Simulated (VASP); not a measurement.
Data:

```yaml
crystal:
  lattice:
    - [0.00000, 2.92174, 2.92174]
    - [2.92174, 0.00000, 2.92174]
    - [2.92174, 2.92174, 0.00000]
  atoms:
    - { symbol: Cr, position: [0.75000, 0.75000, 0.75000], spin: 3.0 }
    - { symbol: Cr, position: [0.50000, 0.50000, 0.50000], spin: 3.0 }
    - { symbol: Pd, position: [0.00000, 0.00000, 0.00000] }
    - { symbol: Pd, position: [0.25000, 0.25000, 0.25000] }
```

Computed with PBE GGA, VASP's PBE PAW potentials (set 64) (plane waves; VASP 6.6.1). Numerical set-up: 300 eV cut-off, 6×6×6 Γ-centred mesh, Fermi-Dirac smearing of 0.10 eV, potentials Cr_pv Pd.

At this cut-off the stress carries a Pulay error, which pulls relaxed volumes low. The moments were started parallel, and other spin orders were not tried in this run.

Q: Give the stress tensor in GPa (positive for a compressed cell).

A: 
```
21.72   0.00   0.00
 0.00  21.72   0.00
 0.00   0.00  21.72
```
The pressure is its mean diagonal, 21.72 GPa.

The structure was generated: CrPd was put into an ordered model structure, which need not be its known phase. The cell was not relaxed at this level. The k-mesh is coarse (spacing up to 0.31 per Å, 2π included), so the numbers may not be converged in it.
